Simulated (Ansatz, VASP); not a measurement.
# HfO2 in two plane-wave programs

One calculation is typed for both programs; each brings its own data sets and cutoff. How far apart do they land? The cell is taken from a series of VASP runs on this material, whose earlier steps may have relaxed, scaled or displaced it; both programs get it as it stands.

Program: Ansatz 0.2.0. Level of theory: plane waves, with VASP 6.6.1 beside it; single point at LDA, single point at LDA, spin-orbit coupling and band structure at LDA. Results are calculated unless marked as measured.

### 1. Starting point

Symmetry: Fm-3m, No. 225, cubic system. Conventional cell: a = 5.115 Å, b = 5.115 Å, c = 5.115 Å, α = 90.00°, β = 90.00°, γ = 90.00°. Nearest to Hf lie 8 O at 2.21 Å. O has 4 Hf at 2.21 Å nearest. Farther neighbours and most contacts between anions are not listed.

### 2. Ansatz: single point, LDA

Ansatz runs on its default PAW (the set named soft_2) files.

With cell and atoms fixed, the geometry can't cause a difference; cores, projectors, grids and the points listed under the comparison can.

Contents of input.yaml:

```yaml
crystal:
  lattice:
    - [0.0, 2.5575, 2.5575]
    - [2.5575, 0.0, 2.5575]
    - [2.5575, 2.5575, 0.0]
  atoms:
    - { symbol: Hf, position: [0.0, 0.0, 0.0] }
    - { symbol: O, position: [0.25, 0.25, 0.25] }
    - { symbol: O, position: [0.75, 0.75, 0.75] }
hamiltonian:
  xc: lda
  pseudopotentials: { kind: paw }
kpoints:
  mp_grid: { grid: [10, 10, 10] }
scf:
  occupations: { method: gaussian, width: 0.02 }
  n_extra_bands: 4
output:
  forces: true
  stress: true
  eigenvalues: true
```

Run with:

```sh
$ ansatz run input.yaml --threads 2 --pin off --max-ram 4608MiB --backend cpu --events-out ev --progress --plain --runs-dir out
```

Numbers of over 12 decimals in the logs are rounded to 6 here.

The log of the run:

```text
scf.n_extra_bands = 4 over 19 filled bands (N_el = 38.0): the run solves 23 bands
Engine: ansatz 0.2.0, x86_64-unknown-linux-gnu
Pseudopotentials: kind: paw
Pseudopotential: Hf, paw, valence charge 26, recommended cutoff 420 eV (normal), Hf.paw.azcp
Pseudopotential: O, paw, valence charge 6, recommended cutoff 420 eV (normal), O.paw.azcp
Functional definition: SPW92
  exchange = slater_x
  correlation = pw_c
Crystal: 3 atoms, lattice volume = 33.456 Å³
Basis set: ecut = 420 eV, 645 PW (Γ)
Bands: 23, of which v1, the nominal top of the filled ones, is band 19 counted from 1 (18 counted from 0)
Symmetry: 48 space group operations
Space group: Fm-3m (ITA 225), of the structure as read, at distance tolerance 3.2e-5 Å
k-points: 47 of 1000
Non-local potential: Hf, projectors of the file, l = 0: 3, l = 1: 2, l = 2: 2, l = 3: 3
Non-local potential: O, projectors of the file, l = 0: 2, l = 1: 2, l = 2: 1
PAW form: soft (Blöchl's): semilocal exchange-correlation on the pseudo side does not see the compensation charge
PAW frozen core: Hf, regenerated for the run's functional, and the local potential with it (the file was generated under x = pbe(κ = 0.804, μ = 0.219515), c = pbe(β = 0.066725))
PAW frozen core: O, regenerated for the run's functional, and the local potential with it (the file was generated under x = pbe(κ = 0.804, μ = 0.219515), c = pbe(β = 0.066725))
PAW one-centre angular grid: Hf, 590 points (default); XC on 64 Gauss nodes
PAW one-centre angular grid: O, 110 points (default); XC on 64 Gauss nodes
Initial density: superposition of atomic densities (neutral atoms: chi_scale 0, normalization atom), corrected by the library's trained network
Initial wavefunctions: pseudopotential atomic-orbital guess
Functional: x = slater, c = lda
SCF iter   1: F=—  HF=-16592.892580 eV  |F-HF|=—  |Δ(HF+E_count)|=         —  Δρ=1.87e-2  dr2=1.05e-1  ethr=1.77e-3  ⟨swp⟩=5.0  Hψ=4024  notcnv=0
preconditioner: auto → none  [insulator: Δε(μ)=3.268 eV  Ē_g=17.938 eV  σ=0.020 eV  W_gap=1.00  n_scr=14 (ndim 8)  ℏωp=38.5 eV  f_vac=0.066  D(μ)=0.00/eV (n_scr^D=0)  ε∞_Penn≈5.6]
SCF iter   2: F=—  HF=-16592.879849 eV  |F-HF|=—  |Δ(HF+E_count)|=   1.27e-2  Δρ=1.40e-2  dr2=4.93e-2  ethr=2.77e-4  ⟨swp⟩=2.0  Hψ=2341  notcnv=0
SCF iter   3: F=—  HF=-16592.866297 eV  |F-HF|=—  |Δ(HF+E_count)|=   1.36e-2  Δρ=2.36e-3  dr2=6.90e-4  ethr=1.30e-4  ⟨swp⟩=2.0  Hψ=1905  notcnv=0
SCF iter   4: F=—  HF=-16592.866114 eV  |F-HF|=—  |Δ(HF+E_count)|=   1.83e-4  Δρ=4.63e-4  dr2=2.61e-5  ethr=1.81e-6  ⟨swp⟩=2.8  Hψ=2120  notcnv=0
SCF iter   5: F=—  HF=-16592.866083 eV  |F-HF|=—  |Δ(HF+E_count)|=   3.04e-5  Δρ=1.16e-4  dr2=2.22e-6  ethr=6.86e-8  ⟨swp⟩=2.0  Hψ=1803  notcnv=0
SCF iter   6: F=—  HF=-16592.866083 eV  |F-HF|=—  |Δ(HF+E_count)|=   3.79e-7  Δρ=3.07e-5  dr2=3.14e-7  ethr=5.85e-9  ⟨swp⟩=2.0  Hψ=1963  notcnv=0
SCF iter   7: F=-16592.866083 eV  HF=-16592.866083 eV  |F-HF|=4.16e-9  |Δ(HF+E_count)|=   1.40e-7  Δρ=5.40e-6  dr2=6.72e-9  ethr=2.63e-10  ⟨swp⟩=4.4  Hψ=4013  notcnv=0
SCF 1 converged in 7 iterations: F = -16592.866083 eV  dr2 = 6.72e-9
  greatest PAW one-centre occupation: 0.999 electrons in one spin orbital (limit 2), on the Hf atom at site 0 (counted from 0), in its partial waves of l = 3
SCF converged after 7 iterations
Free energy (F): -16592.866083 eV
Harris-Foulkes:  -16592.866083 eV  (|F-HF|=4.16e-9)
Internal energy: -16592.866083 eV  (E = F + TS)
E sigma→0 (E₀):  -16592.866083 eV
Fermi energy:    16.873451 eV
--- Per-component energies (eV) ---
  E_band       = 17.734113
  E_kinetic    = 766.608782
  E_local      = -5825.096123  (includes V_loc(G=0)·N_el)
  E_nonlocal   = -1132.343868
  E_hartree    = 2657.129230
  E_xc         = -441.573207
  E_vxc        = -451.876772  (∫ρ·V_xc dr)
  E_paw        = -6978.139867  (= ΣΔE_a)
  E_vpaw       = 1346.173391  (= ΣTr[D̂ρ^β])
  E_aug_tail   = 0.005043  (compensation charges beyond the density's cutoff)
  E_ewald      = -5642.107159
  E_core_change = 2.651086  (= ΣΔE_core)
  E_smearing   = -0.000000  (= −TS)
  E_closure    = -0.000000  (closes the sum)
  Σ components = -16592.866083   (vs F -16592.866083, Δ=0.00e0)
--- Forces (eV/Å), atoms counted from 1 ---
  atom   1  Hf    -0.00000000     0.00000000     0.00000000
  atom   2  O      0.00000000    -0.00000000    -0.00000000
  atom   3  O     -0.00000000     0.00000000    -0.00000000
  max |Σ_I F_I| component: 2.31e-18 eV/Å
--- Stress (GPa, compression-positive) ---
      -16.546488       0.000000       0.000000
        0.000000     -16.546488       0.000000
       -0.000000       0.000000     -16.546488
  P = ⅓ Tr σ = -16.5465 GPa (-165.465 kbar)
--- Band table (eV; the first three rows and the last of 47) ---
  k-point 0: bands = [... 15 lower, 9.8335, 14.5082, 14.5082, 14.5082, 18.7493, 18.7493, 20.5270, 25.1617]
  k-point 1: bands = [... 15 lower, 10.1075, 14.1970, 14.3159, 14.3159, 18.9424, 18.9424, 20.9423, 24.6930]
  k-point 2: bands = [... 15 lower, 10.8023, 13.5015, 13.9048, 13.9048, 19.3116, 19.3116, 21.6954, 23.9522]
  k-point 46: bands = [... 15 lower, 12.2770, 12.8561, 13.6834, 14.9388, 19.4940, 20.0803, 21.7335, 22.1314]
```

Elapsed: 0.73 s, on 2 threads of Intel Xeon 6975P-C (Granite Rapids), shared host; peak memory 0.37 GiB.

In the SCF lines HF is the Harris–Foulkes energy and dr2 the Hartree energy of the density residual, in eV; the loop may stop once dr2 is under the threshold and the program's other checks hold. Hψ counts applications of the Hamiltonian.

The run ends at a pressure of -16.55 GPa.

### 3. VASP: single point, LDA

The same cell, functional (in two slightly different forms), mesh and smearing now go to VASP, with its own data sets and cutoff.

Lines of VASP's logs that name or quote its potential files are left out, and so is its time.

Contents of INCAR:

```
SYSTEM = HfO2
PREC = Accurate
ENCUT = 520
EDIFF = 1E-08
NELM = 100
ISMEAR = 0
SIGMA = 0.02
LREAL = .FALSE.
ALGO = Normal
GGA = CA
NBANDS = 17
LORBIT = 11
LWAVE = .FALSE.
LCHARG = .FALSE.
KPAR = 4
```

Contents of POSCAR:

```
HfO2
1.0
    0.0000000000      2.5575000000      2.5575000000
    2.5575000000      0.0000000000      2.5575000000
    2.5575000000      2.5575000000      0.0000000000
Hf O
1 2
Direct
    0.0000000000      0.0000000000      0.0000000000
    0.2500000000      0.2500000000      0.2500000000
    0.7500000000      0.7500000000      0.7500000000
```

Contents of KPOINTS:

```
Automatic mesh
0
Gamma
10 10 10
0 0 0
```

Contents of KPOINTS_OPT:

```
points round the band edges
26
Reciprocal
  0.5000000000   0.0000000000   0.5000000000 1
  0.5000000000   0.5000000000   0.0000000000 1
  0.5000000000  -0.0032563101   0.4967436899 1
  0.5000000000   0.0032563101   0.5032563101 1
  0.4967436899   0.0000000000   0.4967436899 1
  0.5032563101   0.0000000000   0.5032563101 1
  0.4967436899  -0.0032563101   0.5000000000 1
  0.5032563101   0.0032563101   0.5000000000 1
  0.5000000000  -0.0122111630   0.4877888370 1
  0.5000000000   0.0122111630   0.5122111630 1
  0.4877888370   0.0000000000   0.4877888370 1
  0.5122111630   0.0000000000   0.5122111630 1
  0.4877888370  -0.0122111630   0.5000000000 1
  0.5122111630   0.0122111630   0.5000000000 1
  0.5000000000   0.4967436899  -0.0032563101 1
  0.5000000000   0.5032563101   0.0032563101 1
  0.4967436899   0.5000000000  -0.0032563101 1
  0.5032563101   0.5000000000   0.0032563101 1
  0.4967436899   0.4967436899   0.0000000000 1
  0.5032563101   0.5032563101   0.0000000000 1
  0.5000000000   0.4877888370  -0.0122111630 1
  0.5000000000   0.5122111630   0.0122111630 1
  0.4877888370   0.5000000000  -0.0122111630 1
  0.5122111630   0.5000000000   0.0122111630 1
  0.4877888370   0.4877888370   0.0000000000 1
  0.5122111630   0.5122111630   0.0000000000 1
```

PAW data sets: Hf_pv and O (LDA family, release 64).

Run with:

```sh
$ mpirun -np 4 vasp_std
```

The log of the run:

```text
[banner, memory and clock lines left out]
running    4 mpi-ranks, on    1 nodes
 distrk:  each k-point on    1 cores,    4 groups
 distr:  one band on    1 cores,    1 groups

 POSCAR found type information on POSCAR HfO
 POSCAR found :  2 types and       3 ions
 LDA part: xc-table for (Slater(with rela. corr.)+CA(PZ))
 , standard interpolation
 POSCAR, INCAR and KPOINTS ok, starting setup
 FFT: planning ... GRIDC
 FFT: planning ... GRID_SOFT
 FFT: planning ... GRID
 WAVECAR not read
 entering main loop
       N       E                     dE             d eps       ncg     rms          rms(c)
DAV:   1     0.909514969590E+02    0.90951E+02   -0.12699E+04  1598   0.127E+03
DAV:   2    -0.348735473240E+02   -0.12583E+03   -0.12308E+03  2109   0.297E+02
DAV:   3    -0.385937118648E+02   -0.37202E+01   -0.37105E+01  1827   0.470E+01
DAV:   4    -0.386145530250E+02   -0.20841E-01   -0.20838E-01  2109   0.396E+00
DAV:   5    -0.386146930657E+02   -0.14004E-03   -0.14004E-03  1915   0.291E-01    0.468E+01
DAV:   6    -0.331710796703E+02    0.54436E+01   -0.23448E+01  1662   0.334E+01    0.416E+01
DAV:   7    -0.329923508093E+02    0.17873E+00   -0.84826E-01  1811   0.747E+00    0.290E+01
DAV:   8    -0.329349199521E+02    0.57431E-01   -0.35098E-01  1628   0.529E+00    0.880E+00
DAV:   9    -0.329108390544E+02    0.24081E-01   -0.64132E-02  1648   0.221E+00    0.245E+00
DAV:  10    -0.329105364805E+02    0.30257E-03   -0.26744E-03  2046   0.387E-01    0.750E-02
DAV:  11    -0.329105180711E+02    0.18409E-04   -0.14369E-04  1781   0.935E-02    0.754E-02
DAV:  12    -0.329105190617E+02   -0.99055E-06   -0.95380E-06  2065   0.233E-02    0.281E-02
DAV:  13    -0.329105190861E+02   -0.24432E-07   -0.23393E-07  2035   0.438E-03    0.470E-03
DAV:  14    -0.329105190901E+02   -0.40056E-08   -0.81528E-09  1523   0.886E-04
   1 F= -.32910519E+02 E0= -.32910519E+02  d E =-.561473E-26
 Start KPOINTS_OPT (optional k-point list driver)
k-point batch [1-26\26]
       N       E                     dE             ncg
DAV:   1    -0.109865763953E+04   -0.25258E+05      884
DAV:   2    -0.408730305777E+04   -0.29886E+04     1176
DAV:   3    -0.418261486782E+04   -0.95312E+02     1028
DAV:   4    -0.418335398895E+04   -0.73912E+00     1086
DAV:   5    -0.418336150438E+04   -0.75154E-02     1021
DAV:   6    -0.418336167571E+04   -0.17133E-03     1103
DAV:   7    -0.418336168120E+04   -0.54918E-05     1020
DAV:   8    -0.418336168136E+04   -0.15803E-06     1128
DAV:   9    -0.418336168137E+04   -0.64883E-08      640
```

From OUTCAR (step 3):

```text
ion  position               nearest neighbor table
   1  0.000  0.000  0.000-   3 2.21   3 2.21   3 2.21   2 2.21   3 2.21   2 2.21   2 2.21   2 2.21

  LATTYP: Found a face centered cubic cell.
 ALAT       =     5.1150000000

 Subroutine GETGRP returns: Found 48 space group operations
 (whereof 48 operations were pure point group operations)

The static configuration has the point symmetry O_h .

 Found     47 irreducible k-points:

   k-points           NKPTS =     47   k-points in BZ     NKDIM =     47   number of bands    NBANDS=     17

   dimension x,y,z NGX =    28 NGY =   28 NGZ =   28
   dimension x,y,z NGXF=    56 NGYF=   56 NGZF=   56

   ENCUT  =  520.0 eV  38.22 Ry    6.18 a.u.   6.72  6.72  6.72*2*pi/ulx,y,z

   NELECT =      22.0000    total number of electrons

 k-points in reciprocal lattice and weights: Automatic mesh
   0.00000000  0.00000000  0.00000000       0.001
   0.10000000  0.00000000  0.00000000       0.008
   0.20000000  0.00000000  0.00000000       0.008
   0.30000000  0.00000000  0.00000000       0.008
   0.40000000  0.00000000  0.00000000       0.008
   0.50000000  0.00000000  0.00000000       0.004
   0.10000000  0.10000000  0.00000000       0.006
   0.20000000  0.10000000  0.00000000       0.024
   0.30000000  0.10000000  0.00000000       0.024
[...]
-0.30000000  0.40000000  0.20000000       0.024
  -0.30000000  0.50000000  0.20000000       0.012

 average (electrostatic) potential at core
       1 -38.0961       2 -70.8642       3 -70.8642

 E-fermi :   3.9650

 k-point     1 :       0.0000    0.0000    0.0000
  band No.  band energies     occupation
    ...
      7      -1.4221      2.00000
      8      -1.4221      2.00000
      9       3.2237      2.00000
     10       3.2237      2.00000
     11       3.2237      2.00000
     12       7.4445      0.00000
     13       7.4445      0.00000
     14       9.3014      0.00000
     15      13.8606      0.00000
     16      13.8606      0.00000
    ...

 k-point     2 :       0.1000    0.0000    0.0000
  band No.  band energies     occupation
    ...
      7      -1.3266      2.00000
      8      -1.1563      2.00000
      9       2.9146      2.00000
     10       3.0320      2.00000
     11       3.0320      2.00000
     12       7.6391      0.00000
     13       7.6391      0.00000
     14       9.7164      0.00000
     15      13.3941      0.00000
     16      13.6886      0.00000
    ...

 k-point     3 :       0.2000    0.0000    0.0000
  band No.  band energies     occupation
    ...
      7      -1.0719      2.00000
      8      -0.4778      2.00000
      9       2.2284      2.00000
     10       2.6239      2.00000
     11       2.6239      2.00000
     12       8.0113      0.00000
     13       8.0113      0.00000
     14      10.4594      0.00000
     15      12.6622      0.00000
     16      13.3208      0.00000
    ...

  Total       -4.0320269     -4.0320269     -4.0320269     -0.0000000      0.0000000     -0.0000000
  in kB     -193.0887970   -193.0887970   -193.0887970     -0.0000000      0.0000000     -0.0000000
  external PRESSURE =    -193.0887970 kB  Pullay stress =       0.0000000 kB

  energy-cutoff  :      520.00
  volume of cell :       33.46
      direct lattice vectors                 reciprocal lattice vectors
     0.000000000  2.557500000  2.557500000    -0.195503421  0.195503421  0.195503421
     2.557500000  0.000000000  2.557500000     0.195503421 -0.195503421  0.195503421
     2.557500000  2.557500000  0.000000000     0.195503421  0.195503421 -0.195503421

 POSITION                                       TOTAL-FORCE (eV/Angst)
 -----------------------------------------------------------------------------------
      0.00000      0.00000      0.00000         0.000000     -0.000000      0.000000
      1.27875      1.27875      1.27875        -0.000000     -0.000000     -0.000000
      3.83625      3.83625      3.83625         0.000000      0.000000      0.000000
 -----------------------------------------------------------------------------------
    total drift:                                0.000000      0.000000      0.000000

  FREE ENERGIE OF THE ION-ELECTRON SYSTEM (eV)
  ---------------------------------------------------
  free  energy   TOTEN  =       -32.9105190901 eV

  energy  without entropy=      -32.9105190901  energy(sigma->0) =      -32.91051909

 total charge
# of ion       s       p       d       tot
------------------------------------------
    1        0.290   6.554   1.352   8.196
    2        1.548   3.511   0.000   5.059
    3        1.548   3.511   0.000   5.059
--------------------------------------------------
tot          3.386  13.577   1.352  18.315

[... 3 further parts left out ...]
```

Harder data sets than Hf_pv exist (the GW ones), and pressures, volumes and forces can shift noticeably with them.

### 4. Comparison

Known differences besides the potentials themselves: the two LDA forms differ slightly; the data sets hold 38 valence electrons in Ansatz (default PAW (the set named soft_2) files) and 22 in VASP; the cutoff is 420 eV in Ansatz and 520 eV in VASP; VASP's log shows a relativistic correction to its local exchange, Ansatz's none. Total energies have different zeros and are not compared.

Compared:

```
                                        quantity  Ansatz    VASP  difference
                                  pressure (GPa)  -16.55  -19.31       +2.76
pressure without Ansatz's Pulay correction (GPa)  -17.68  -19.31       +1.63
                          gap on the k mesh (eV)   3.505   3.524      -0.019
```

A gap on the mesh is an upper bound, since the band edges may lie between its points; neither run holds spin-orbit coupling, which can move the band edges of a compound of Hf. Ansatz's pressure holds a Pulay correction of 1.13 GPa; VASP's holds none.

### 5. Further runs

Further runs change the set-up of one program: Ansatz's method, potentials or start, or VASP's data sets, cutoff or form of LDA. The table gives Ansatz less VASP for each quantity, since a change that brings one quantity closer may part another.

```csv
run,pressure (GPa),gap on the k mesh (eV),pressure without Ansatz's Pulay correction (GPa)
as above,2.8,-0.019,1.6
cores kept as stored,2.8,-0.020,1.8
Ansatz's larger PAW set (cutoff 900 eV),2.9,-0.026,2.8
norm-conserving potentials (cutoff 1143 eV),-2.7,0.036,
```

(Part 1 of 2 ends here.)

[Lines on the potential files, build, host, timing and source positions are cut from VASP's logs without a mark.]

[Logs are printed without paths, hosts, clocks, repeated set-up lines and the standing remarks that a program may print on its own settings, such as how far it seeks lower states.]

[Hosts, paths, dates, database ids (printed as entryN), source tags and the programs' standing remarks are cut or masked in the printed files.]
